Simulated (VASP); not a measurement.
Write the native input for VASP 6.6.1 that does the following.

```yaml
Task: single point
Functional: LDA
Potentials_or_basis: VASP PAW LDA potentials, release 64 (Zr_sv, C)
Cutoff: 520 eV
k_mesh: 12 × 12 × 12
Occupations: gaussian, width 0.02 eV
Spin: no spin polarisation
Dipole_correction: no
Further_INCAR_settings: ALGO = Fast; EDIFF = 1e-06; NBANDS = 15
```

The structure of ZrC lies in POSCAR:

```
ZrC
1.0
    0.0000000000      2.4755000000      2.4755000000
    2.4755000000      0.0000000000      2.4755000000
    2.4755000000      2.4755000000      0.0000000000
Zr C
1 1
Direct
    0.0000000000      0.0000000000      0.0000000000
    0.2500000000      0.2500000000      0.2500000000
```

The cell comes from a database or a generator and needn't be the stable form of this composition.

One way to write it, as run:

INCAR

```
SYSTEM = ZrC
ALGO     = Fast           ! electronic algorithm
EDIFF    = 1E-6           ! SCF threshold, eV
ENCUT    = 520            ! plane-wave cutoff, eV
GGA      = CA             ! functional
ISIF     = 2              ! what is computed and relaxed
ISMEAR   = 0              ! smearing method
LASPH    = .TRUE.         ! aspherical terms in the spheres
LCHARG   = .FALSE.        ! write CHGCAR
LREAL    = .FALSE.        ! projectors in reciprocal space
LWAVE    = .FALSE.        ! write WAVECAR
NBANDS   = 15             ! bands
NELM     = 100            ! most SCF steps
PREC     = Accurate       ! precision mode
SIGMA    = 0.02           ! smearing width, eV
```

KPOINTS

```
k-points
0
G
  12 12 12
  0 0 0
```

Potentials or basis: VASP PAW LDA potentials, release 64 (Zr_sv, C).

Command:

```bash
$ cat potpaw_LDA.64/Zr_sv/POTCAR potpaw_LDA.64/C/POTCAR > POTCAR
$ mpirun -np 1 vasp_std > vasp.out
```

It gave:

```json
{"Pressure": "6.8 GPa", "Band gap on the k mesh": "0.36 eV, indirect (least direct gap 0.54 eV)"}
```

It took 46 s on 1 thread of Intel(R) Xeon(R) Platinum 8259CL CPU @ 2.50GHz (Skylake/Cascade Lake), with other jobs on the host, peak memory 0.16 GiB.
